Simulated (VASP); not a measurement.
OSZICAR of a VASP run on Li (bcc):

File OSZICAR:
```
       N       E                     dE             d eps       ncg     rms          rms(c)
DAV:   1     0.578570361137E+00    0.57857E+00   -0.69636E+02  1210   0.407E+02
DAV:   2    -0.177867858376E+01   -0.23572E+01   -0.22653E+01  1685   0.586E+01
DAV:   3    -0.191016064563E+01   -0.13148E+00   -0.12885E+00  1500   0.933E+00
DAV:   4    -0.191409000323E+01   -0.39294E-02   -0.39146E-02  1630   0.149E+00
DAV:   5    -0.191413298230E+01   -0.42979E-04   -0.42949E-04  1540   0.138E-01    0.440E-01
DAV:   6    -0.191086437002E+01    0.32686E-02   -0.10249E-03  1755   0.271E-01    0.247E-01
DAV:   7    -0.190936273493E+01    0.15016E-02   -0.32330E-03  2045   0.421E-01    0.373E-02
DAV:   8    -0.190941031338E+01   -0.47578E-04   -0.36993E-04  1390   0.199E-01    0.204E-02
DAV:   9    -0.190939362164E+01    0.16692E-04   -0.17156E-05  1395   0.617E-02    0.910E-04
DAV:  10    -0.190939309245E+01    0.52919E-06   -0.23610E-06  1420   0.204E-02    0.741E-04
DAV:  11    -0.190939305756E+01    0.34884E-07   -0.96513E-08  1035   0.364E-03
   1 F= -.19093931E+01 E0= -.19093671E+01  d E =-.779897E-04
```

### Question
Which electronic solver shows in the log?

### Answer
It is blocked Davidson (ALGO = Normal, or the opening steps of other solvers). The INCAR had ALGO = Normal.

### Question
Can the final energy be trusted as converged?

### Answer
The calculation finished and met its thresholds. It stopped with EDIFF = 1E-7, NELM = 100 (AM05 GGA, plane waves, VASP's PBE PAW potentials (set 64)).

The compound is Li in the bcc structure. It was relaxed first.
